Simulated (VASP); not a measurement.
Energy against volume of ZnS (wurtzite). Level of theory: PBE GGA with D3 dispersion (zero damping), VASP's PBE PAW potentials (set 64) (plane waves; VASP). Numerical set-up: 520 eV cut-off, 7×7×4 Γ-centred mesh, Gaussian smearing of 0.050 eV, potentials Zn S.

Shape and ions are relaxed at each volume.

```
V (Å³/atom)  E (eV/atom)
-----------  -----------
18.373          -3.66913
18.960          -3.68373
19.546          -3.68818
20.133          -3.68405
```

### Question
Fit these four points and predict the energy of the run at 20.719 Å³/atom.

### Answer
A cubic in V^(−2/3), the third-order Birch-Murnaghan form, passes through the four points with V0 = 19.54 Å³/atom and B0 = 78 GPa, and gives -3.6727 eV/atom there. The run gave -3.6726 eV/atom, +0.0 meV/atom from the fit; all five points give B0 = 78 GPa.

The compound is ZnS in the wurtzite structure, the high-temperature form. It was relaxed first.
